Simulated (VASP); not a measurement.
Level of theory: PBE GGA with D3 dispersion (Becke-Johnson damping), VASP's PBE PAW potentials (set 64) (plane waves; VASP).

The input files of a VASP run:

File POSCAR:
```
SiO2
1.0
  4.2014118664   0.0000000000   0.0000000000
  0.0000000000   4.2014118664   0.0000000000
  0.0000000000   0.0000000000   2.6868111130
Si O
2 4
Cart
  0.0000000000   0.0000000000   0.0000000000
  2.1007059332   2.1007059332   1.3434055565
  1.2858325553   1.2858325553   0.0000000000
  3.3865384885   0.8148733779   1.3434055565
  0.8148733779   3.3865384885   1.3434055565
  2.9155793111   2.9155793111   0.0000000000
```

INCAR:
```
LREAL=F   ! projection in real space or not
EDIFF=1E-7
ENCUT=520
SYSTEM=SiO2
LASPH=T   ! aspherical one-centre terms
IVDW=12   ! D3, Becke-Johnson
GGA=PE   ! PBE
ISMEAR=-5
ALGO=Normal
LORBIT=11   ! lm-projected
LWAVE=F
LCHARG=T
NELM=100
NEDOS=601   ! DOS grid
PREC=Accurate
LEFG=T
ISIF=2   ! forces and stress, cell fixed
```

### KPOINTS
```
Automatic mesh
0
G
  6 6 9
0 0 0
```

POTCAR, in this order: Si O (PBE.64 set). Program: vasp_std.

What VASP printed:

OSZICAR:
```
       N       E                     dE             d eps       ncg     rms          rms(c)
DAV:   1     0.161662093650E+03    0.16166E+03   -0.18186E+04  2024   0.154E+03
DAV:   2    -0.442511009575E+02   -0.20591E+03   -0.19956E+03  2752   0.319E+02
DAV:   3    -0.508595027904E+02   -0.66084E+01   -0.65921E+01  2400   0.615E+01
DAV:   4    -0.509085467084E+02   -0.49044E-01   -0.48996E-01  2360   0.606E+00
DAV:   5    -0.509090753536E+02   -0.52865E-03   -0.52860E-03  2328   0.616E-01    0.172E+01
DAV:   6    -0.462556100424E+02    0.46535E+01   -0.18514E+01  2240   0.305E+01    0.774E+00
DAV:   7    -0.462806789613E+02   -0.25069E-01   -0.52643E-01  2376   0.513E+00    0.292E+00
DAV:   8    -0.462956770141E+02   -0.14998E-01   -0.18817E-02  2256   0.141E+00    0.109E+00
DAV:   9    -0.463023462204E+02   -0.66692E-02   -0.82784E-03  2316   0.987E-01    0.269E-01
DAV:  10    -0.463025739449E+02   -0.22772E-03   -0.72063E-04  2360   0.225E-01    0.466E-02
DAV:  11    -0.463025359492E+02    0.37996E-04   -0.17256E-04  2320   0.997E-02    0.649E-03
DAV:  12    -0.463025372759E+02   -0.13267E-05   -0.88410E-06  2380   0.222E-02    0.482E-03
DAV:  13    -0.463025371122E+02    0.16365E-06   -0.13827E-06  2352   0.909E-03    0.294E-03
DAV:  14    -0.463025371442E+02   -0.32002E-07   -0.36993E-08  1348   0.171E-03
   1 F= -.47718039E+02 E0= -.47718039E+02  d E =0.000000E+00
```

OUTCAR:
```
------------------------ aborting loop because EDIFF is reached ----------------------------------------
 Edisp (eV)   -1.41550
  FORCE on cell =-STRESS in cart. coord.  units (eV):
  Direction    XX          YY          ZZ          XY          YZ          ZX
  --------------------------------------------------------------------------------------
  Total       0.01341     0.01341    -0.10778     0.00000     0.00000     0.00000
  in kB       0.45316     0.45316    -3.64116     0.00000     0.00000     0.00000
  external pressure =       -0.91 kB  Pullay stress =        0.00 kB
  volume of cell :       47.43
      direct lattice vectors                 reciprocal lattice vectors
     4.201411866  0.000000000  0.000000000     0.238015227  0.000000000  0.000000000
     0.000000000  4.201411866  0.000000000     0.000000000  0.238015227  0.000000000
     0.000000000  0.000000000  2.686811113     0.000000000  0.000000000  0.372188426
 POSITION                                       TOTAL-FORCE (eV/Angst)
 -----------------------------------------------------------------------------------
      0.00000      0.00000      0.00000        -0.000000      0.000000      0.000000
      2.10071      2.10071      1.34341        -0.000000      0.000000      0.000000
      1.28583      1.28583      0.00000        -0.007800     -0.007800     -0.000000
      3.38654      0.81487      1.34341        -0.007800      0.007800      0.000000
      0.81487      3.38654      1.34341         0.007800     -0.007800     -0.000000
      2.91558      2.91558      0.00000         0.007800      0.007800      0.000000
 -----------------------------------------------------------------------------------
    total drift:                                0.000000     -0.000000     -0.000000
  FREE ENERGIE OF THE ION-ELECTRON SYSTEM (eV)
  ---------------------------------------------------
  free  energy   TOTEN  =       -47.7180388519 eV

  energy  without entropy=      -47.7180388519  energy(sigma->0) =      -47.71803885

 total charge

# of ion       s       p       d       tot
------------------------------------------
    1        0.585   0.859   0.000   1.445
    2        0.585   0.859   0.000   1.445
    3        1.549   3.679   0.000   5.228
    4        1.549   3.679   0.000   5.228
    5        1.549   3.679   0.000   5.228
    6        1.549   3.679   0.000   5.228
--------------------------------------------------
tot          7.368  16.433   0.000  23.801

 Electric field gradients after diagonalization (V/A^2)
 (convention: |V_zz| > |V_xx| > |V_yy|)
----------------------------------------------------------------------
 ion       V_xx      V_yy      V_zz     asymmetry (V_yy - V_xx)/ V_zz
----------------------------------------------------------------------
   1     -16.893    -3.088    19.982       0.691
   2     -16.893    -3.088    19.982       0.691
   3      64.078    48.233  -112.311       0.141
   4      64.078    48.233  -112.311       0.141
   5      64.078    48.233  -112.311       0.141
   6      64.078    48.233  -112.311       0.141
```
(Selected blocks of OUTCAR.)

The compound is SiO2 in the rutile structure, stishovite, a high-pressure form. It was relaxed first.
